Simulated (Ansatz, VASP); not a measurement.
# HgGe: VASP beside Ansatz, part 2 of 2

Wanted: the spread between two codes on one cell, functional and k mesh. The cell is invented: As first built, before any earlier steps moved the atoms (in the runner's words): it takes the TiZn structure with all of its atoms replaced by other elements, volume scaled by an estimate. It may not be a known or stable phase. The cell is taken from a series of VASP runs on this material, whose earlier steps may have relaxed, scaled or displaced it; both programs get it as it stands.

VASP 6.6.1 and Ansatz 0.2.0.

So far: Set-up; VASP: zone-centre phonons, PBEsol.

## 3. Ansatz: zone-centre phonons, PBEsol

Level of this step: Ansatz beside VASP: Kohn-Sham DFT, plane waves, PBEsol (Ansatz).

Ansatz runs on its default PAW (the set named soft_2) files.

The same cell, functional, mesh and smearing now go to Ansatz, which takes its cutoff from its data sets.

Input file input.yaml:

```yaml
crystal:
  lattice:
    - [3.71151308, 0.0, 0.0]
    - [0.0, 3.71151308, 0.0]
    - [0.0, 0.0, 3.01457402]
  atoms:
    - { symbol: Hg, position: [0.5, 0.5, 0.0] }
    - { symbol: Ge, position: [0.0, 0.0, 0.5] }
hamiltonian:
  xc: pbesol
  pseudopotentials: { kind: paw }
kpoints:
  mp_grid: { grid: [10, 10, 13] }
scf:
  occupations: { method: methfessel_paxton, width: 0.2 }
phonons:
  method: dfpt
  qpoints: [[0, 0, 0]]
```

Command:

```console
ansatz run input.yaml --threads 4 --pin off --max-ram 9216MiB --backend cpu --events-out ev --progress --plain --runs-dir out
```

Numbers of over 12 decimals in the logs are rounded to 6 here.

The log of the run:

```text
zone centre: on kpoints.mp_grid the ground state, and the responses unless they are solved on pairs of k-points, stand on 252 of the mesh's 1300 k-points, reduced under 8 symmetry operations, with k and −k counted as one. Each operation leaves every solved displacement unchanged or reverses it
Engine: ansatz 0.2.0, aarch64-unknown-linux-gnu
Pseudopotentials: kind: paw
Pseudopotential: Hg, paw, valence charge 20, recommended cutoff 420 eV (normal), Hg.paw.azcp
Pseudopotential: Ge, paw, valence charge 14, recommended cutoff 420 eV (normal), Ge.paw.azcp
Functional definition: PBEsol
  exchange = pbesol_x
  correlation = pbesol_c
Crystal: 2 atoms, lattice volume = 41.527 Å³
Basis set: ecut = 420 eV, 779 PW (Γ), exchange–correlation on 50×50×48 points (8 copies of the dense FFT grid, shifted against one another)
Bands: 21, of which v1, the nominal top of the filled ones, is band 17 counted from 1 (16 counted from 0)
Symmetry: 16 space group operations
k-points: 252 of 1300 (irreducible under 8 space group operations)
Non-local potential: Hg, projectors of the file, l = 0: 3, l = 1: 2, l = 2: 2, l = 3: 1
Non-local potential: Ge, projectors of the file, l = 0: 2, l = 1: 2, l = 2: 3, l = 3: 1
PAW form: soft (Blöchl's): semilocal exchange-correlation on the pseudo side does not see the compensation charge
PAW frozen core: Hg, regenerated for the run's functional, and the local potential with it (the file was generated under x = pbe(κ = 0.804, μ = 0.219515), c = pbe(β = 0.066725))
PAW frozen core: Ge, regenerated for the run's functional, and the local potential with it (the file was generated under x = pbe(κ = 0.804, μ = 0.219515), c = pbe(β = 0.066725))
PAW one-centre angular grid: Hg, 590 points (default); XC on 64 Gauss nodes
PAW one-centre angular grid: Ge, 590 points (default); XC on 64 Gauss nodes
Initial density: superposition of atomic densities (neutral atoms: chi_scale 0, normalization atom), corrected by the library's trained network
Initial wavefunctions: pseudopotential atomic-orbital guess
Functional: x = pbesol(κ = 0.804, μ = 0.123457), c = pbesol(β = 0.046)
SCF iter   1: F=—  HF=-17921.013290 eV  |F-HF|=—  |Δ(HF+E_count)|=         —  Δρ=3.24e-3  dr2=4.78e-3  ethr=1.77e-3  ⟨swp⟩=4.5  Hψ=20398  notcnv=0
preconditioner: auto → Kerker (q_TF=auto, 2.639 Å⁻¹)  [metal: Δε(μ)=0.055 eV  Ē_g=17.805 eV  σ=0.200 eV  W_gap=0.23  n_scr=10 (ndim 8)  ℏωp=29.4 eV  f_vac=0.000  D(μ)=0.81/eV (n_scr^D=4)]
SCF iter   2: F=—  HF=-17921.012638 eV  |F-HF|=—  |Δ(HF+E_count)|=   6.52e-4  S|Δr|=    0.00e0  Δρ=1.41e-3  dr2=9.45e-4  ethr=1.41e-5  ⟨swp⟩=2.9  Hψ=10901  notcnv=0
SCF iter   3: F=—  HF=-17921.012372 eV  |F-HF|=—  |Δ(HF+E_count)|=   2.66e-4  S|Δr|=    0.00e0  Δρ=5.00e-4  dr2=7.63e-5  ethr=2.78e-6  ⟨swp⟩=2.0  Hψ=6667  notcnv=0
SCF iter   4: F=—  HF=-17921.012352 eV  |F-HF|=—  |Δ(HF+E_count)|=   1.94e-5  S|Δr|=    0.00e0  Δρ=1.85e-4  dr2=8.03e-6  ethr=2.24e-7  ⟨swp⟩=2.3  Hψ=8367  notcnv=0
SCF iter   5: F=—  HF=-17921.012358 eV  |F-HF|=—  |Δ(HF+E_count)|=   5.72e-6  S|Δr|=    0.00e0  Δρ=3.71e-5  dr2=4.77e-7  ethr=2.36e-8  ⟨swp⟩=3.0  Hψ=10492  notcnv=0
SCF iter   6: F=—  HF=-17921.012361 eV  |F-HF|=—  |Δ(HF+E_count)|=   2.99e-6  S|Δr|=    0.00e0  Δρ=1.05e-5  dr2=4.24e-8  ethr=1.40e-9  ⟨swp⟩=2.5  Hψ=8458  notcnv=0
SCF iter   7: F=—  HF=-17921.012361 eV  |F-HF|=—  |Δ(HF+E_count)|=   7.25e-9  S|Δr|=    0.00e0  Δρ=1.79e-6  dr2=1.45e-9  ethr=1.25e-10  ⟨swp⟩=2.2  Hψ=9126  notcnv=0
SCF iter   8: F=—  HF=-17921.012361 eV  |F-HF|=—  |Δ(HF+E_count)|=  5.09e-11  S|Δr|=    0.00e0  Δρ=3.93e-7  dr2=8.23e-11  ethr=4.25e-12  ⟨swp⟩=2.0  Hψ=6993  notcnv=0
SCF iter   9: F=-17921.012361 eV  HF=-17921.012361 eV  |F-HF|=3.64e-12  |Δ(HF+E_count)|=  1.09e-11  S|Δr|=    0.00e0  Δρ=5.89e-8  dr2=2.02e-12  ethr=1.00e-12  ⟨swp⟩=5.3  Hψ=21620  notcnv=0
SCF 1 converged in 9 iterations: F = -17921.012361 eV  dr2 = 2.02e-12
  greatest PAW one-centre occupation: 1.000 electrons in one spin orbital (limit 2), on the Hg atom at site 0 (counted from 0), in its partial waves of l = 0
DFPT response loops at Γ: preconditioner auto → Kerker (q_TF=auto, 2.639 Å⁻¹) (partly filled bands, converged f_vac=0.000); β = 1.00, the filter's whole step (`scf.mixing.beta` (0.50) is not read by the response loops under this deck's `scf.mixing.preconditioner`; to damp them name `kerker` or `kerker_dos`, under which they read `scf.mixing.beta`, and type it under 1.00, their step now; both keys bind the ground state too); Broyden in place of MSR1
SCF converged after 9 iterations
Stability not checked: this state was not tested for a lower state beside it, because cold or Methfessel-Paxton smearing, or corrected tetrahedra, fill the levels in a way that the test cannot read (fill_not_monotonic; see scf.lower_state_search)
Free energy (F): -17921.012361 eV
Harris-Foulkes:  -17921.012361 eV  (|F-HF|=3.64e-12)
Internal energy: -17921.013060 eV  (E = F + TS)
E sigma→0 (E₀):  -17921.012536 eV
Entropy (-TS):   0.000699 eV (0.350 meV/atom)
Fermi energy:    13.662152 eV
Step filling:    the computed levels leave a gap of 0.0479 eV = 0.2 smearing widths at the electron count; against every level under it full and every level over it empty, smearing changes F+E_penalty+E_count by +1.241 meV and its σ→0 estimate by +1.067 meV
--- Per-component energies (eV) ---
  E_band       = -499.116422
  E_kinetic    = 714.058440
  E_local      = -4609.931640  (includes V_loc(G=0)·N_el)
  E_nonlocal   = 491.016666
  E_hartree    = 1990.180193
  E_xc         = -294.467557
  E_vxc        = -326.993355  (∫ρ·V_xc dr)
  E_paw        = -11774.508663  (= ΣΔE_a)
  E_vpaw       = -747.628196  (= ΣTr[D̂ρ^β])
  E_aug_tail   = 0.001223  (compensation charges beyond the density's cutoff)
  E_ewald      = -4438.608310
  E_core_change = 1.246588  (= ΣΔE_core)
  E_smearing   = 0.000699  (= −TS)
  E_closure    = -0.000000  (closes the sum)
  Σ components = -17921.012361   (vs F -17921.012361, Δ=0.00e0)
--- Band table (eV; the first three rows and the last of 252) ---
  k-point 0: bands = [... 13 lower, 6.9839, 6.9839, 12.7834, 13.1456, 13.1456, 17.8963, 19.7114, 22.8395]
  k-point 1: bands = [... 13 lower, 6.9150, 6.9150, 12.7570, 13.2962, 13.2962, 17.0844, 19.7419, 23.8936]
  k-point 2: bands = [... 13 lower, 6.7345, 6.7345, 12.5767, 13.7255, 13.7255, 15.7375, 19.8325, 24.6235]
  k-point 251: bands = [... 13 lower, 7.4159, 7.7561, 12.7862, 13.1839, 14.1795, 14.1795, 15.0248, 15.6093]
--- Phonons (Γ-DFPT): 4 representative perturbations + reference, on 252 of 1300 k-points (Σ response iterations 12) ---
  k mesh reduced under 8 symmetry operations, with k and −k counted as one. Each operation leaves every solved displacement unchanged or reverses it
  ASR residual: 8.946e-5 → 0.000e0 eV/Å²; symmetrization residual: 4.657e-6 eV/Å²
  ASR residual per site (eV/Å²): 8.95e-5 5.35e-5
  Γ frequencies (cm⁻¹): 0.00 0.00 0.00 42.72 102.91 102.91
  non-analytic LO–TO correction: not included (Born effective charges unavailable; polar crystals: no LO–TO splitting at Γ)
--- Phonons (arbitrary-q DFPT): 1 explicit q-point ---
  q = [0, 0, 0] (of the zone-centre solve; hermiticity 4.48e-6, symmetrization 6.85e-13): -0.00 0.00 0.00 42.72 102.91 102.91
  sum rule: each row above includes the acoustic sum rule's correction from the zone centre's row sums; it moved no ω² by more than (0.45 cm⁻¹)²
```

Wall time 26 s (4 threads of Arm Neoverse V2, shared host); peak memory 0.86 GiB.

## 4. Comparison

Known differences besides the potentials themselves: the data sets hold 34 valence electrons in Ansatz (default PAW (the set named soft_2) files) and 26 in VASP; the cutoff is 420 eV in Ansatz and 410 eV in VASP; Ansatz makes its cores anew for this functional, VASP keeps those of its PBE data sets; VASP leaves aspherical gradient terms in its spheres out (LASPH is not set), Ansatz keeps them. Total energies have different zeros and are not compared.

Both answers:

```csv
quantity,Ansatz,VASP,difference
optical mode 1 (cm⁻¹),42.7,44.5,-1.8
optical mode 2 to 3 (cm⁻¹),102.9,102.8,+0.08 %
```

Modes are paired by rising frequency and degeneracy, not by their patterns, so a pair may still set unlike modes beside each other.

## 5. What came out

```yaml
r_m_s_difference_of_the_optical_zone_centre_modes_each_program_s_sorted_by_frequency_zone_centre_phonons_pbesol: 1.0 cm⁻¹
```

**Reading.** The r.m.s. difference of the optical zone-centre modes, each program's sorted by frequency is 1.0 cm⁻¹ (zone-centre phonons, PBEsol). How closely two codes agree says nothing of how well the functional describes the real material.

[Lines on the potential files, build, host, timing and source positions are cut from VASP's logs without a mark.]

[Logs are printed without paths, hosts, clocks, repeated set-up lines and the standing remarks that a program may print on its own settings, such as how far it seeks lower states.]

[Hosts, paths, dates, database ids (printed as entryN), source tags and the programs' standing remarks are cut or masked in the printed files.]
